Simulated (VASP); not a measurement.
VASP runs on PtSe$_{2}$ (1T layered) share one base input (PBE GGA, plane waves, VASP's PBE PAW potentials (set 64)) and change the settings named in each case.

KPOINTS:
```
Automatic mesh
0
Gamma
6 6 4
0 0 0
```

**INCAR**
```
SYSTEM = PtSe2
PREC = Accurate; ENCUT = 400; LREAL = .FALSE.
LASPH = .TRUE.
EDIFF = 1E-6; NELM = 100; ALGO = Normal
LMAXMIX = 6
ISMEAR = 0; SIGMA = 0.05
GGA = PE
ISIF = 2
LWAVE = .FALSE.; LCHARG = .FALSE.
```

File POSCAR:
```
PtSe2
1
    1.8650000000    -3.2302750000     0.0000000000
    1.8650000000     3.2302750000     0.0000000000
    0.0000000000     0.0000000000     5.0800000000
Pt Se
1 2
Direct
  0.0000000000   0.0000000000   0.0000000000
  0.3333330000   0.6666670000   0.2550000000
  0.6666670000   0.3333330000   0.7450000000
```

POTCAR, in this order: Pt Se (PBE.64 set). Program: vasp_std.

| change | E(σ→0) (eV/atom) | pressure (GPa) | largest force (eV/Å) | −TS (eV) |
|---|---|---|---|---|
| base run | -4.7391 | 4.78 | 0.203 | -0.0026 |
| GGA = RE | -4.3405 | 6.52 | 0.223 | -0.0025 |
| GGA = PS | -5.2977 | … | … | … |
| AGGAC = 0.0, GGA = BO, LUSE_VDW = .TRUE., PARAM1 = 0.1833333333, PARAM2 = 0.22 | -2.7714 | 5.95 | 0.521 | -0.0027 |
| GGA removed, LMIXTAU = .TRUE., METAGGA = R2SCAN | -27.1462 | 2.49 | 0.070 | -0.0009 |
| GGA removed, LMIXTAU = .TRUE., METAGGA = SCAN | -37.3047 | … | … | … |
| IVDW = 12 | -5.2133 | 0.99 | 0.228 | -0.0026 |

**Question.** Fill in the missing entries.

**Answer.** 
- GGA removed, LMIXTAU = .TRUE., METAGGA = SCAN, pressure (GPa): -0.75
- GGA removed, LMIXTAU = .TRUE., METAGGA = SCAN, largest force (eV/Å): 0.435
- GGA removed, LMIXTAU = .TRUE., METAGGA = SCAN, −TS (eV): -0.0008
- GGA = PS, pressure (GPa): -0.27
- GGA = PS, largest force (eV/Å): 0.011
- GGA = PS, −TS (eV): -0.0023

Energies of different potentials or functionals have different zeros. Unless said otherwise, spin-orbit coupling is left out, though it shifts the bands of the heavy elements here.

Left out are runs that ran out of time, are held back, or changed the cell or the kind of run, fixed moments of cells without a moment, rows past the twelfth, gaps on odd meshes, pressures of charged cells and columns that move by less than the noise.

The compound is PtSe2 in the 1T layered structure. The cell was not relaxed at this level, forces remain on its atoms.
